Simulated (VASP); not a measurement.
Consider the following.

```xyz
2
Lattice="0.0000 2.5141 2.5141 2.5141 0.0000 2.5141 2.5141 2.5141 0.0000" Properties=species:S:1:pos:R:3 pbc="T T T"
Mg     0.0000     0.0000     0.0000
S      2.5141     2.5141     2.5141
```

These are LDA (Ceperley-Alder, Perdew-Zunger), VASP's LDA PAW potentials (set 64) (plane waves; VASP 6.6.1) values and carry that method's errors. Run with 500 eV cut-off, 9×9×9 Γ-centred mesh, Gaussian smearing of 0.050 eV, potentials Mg S.

Energy and stress use the plane-wave basis of the starting cell.

### Question
The ions, cell shape and volume at an external pressure of 10.0 GPa are relaxed. What does this cell relax into?

### Answer

```xyz
2
Lattice="0.0000 2.4779 2.4779 2.4779 0.0000 2.4779 2.4779 2.4779 0.0000" Properties=species:S:1:pos:R:3 pbc="T T T"
Mg     0.0000     0.0000     0.0000
S      2.4779     2.4779     2.4779
```
Space group Fm-3m (225), at a tolerance of 0.03 Å.

### Question
How do energy and volume change from the first to the last step?

### Answer
The energy (σ→0) changes by +31.3 meV/atom and the volume by -4.3 %, in 3 ionic steps.

The compound is MgS in the rock salt structure. This run relaxes it under an external pressure of 10 GPa. Symmetry was kept, so distortions that lower it aren't found.
